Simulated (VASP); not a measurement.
Crystal: AlN.

```
Al N
1.0
     3.12787    0.00000    0.00000
    -1.56393    2.70881    0.00000
     0.00000    0.00000    5.01593
Al N
2 2
Direct
  0.33333 0.66667 0.99930
  0.66667 0.33333 0.49930
  0.33333 0.66667 0.38070
  0.66667 0.33333 0.88070
```

Base run:

```yaml
Program: VASP 6.6.1
Functional: PBE
Potentials_or_basis: VASP PAW PBE potentials, release 64 (Al, N)
Cutoff: 520 eV
k_mesh: 12 × 12 × 6
Occupations: gaussian, width 0.03 eV
Spin: no spin polarisation
```

Its results: band gap on the k mesh 4.06 eV, direct.

Task: The run is repeated on the same cell with these changes: functional from PBE to TB-mBJ. What comes out?

Result: Band gap on the k mesh 5.22 eV, direct.
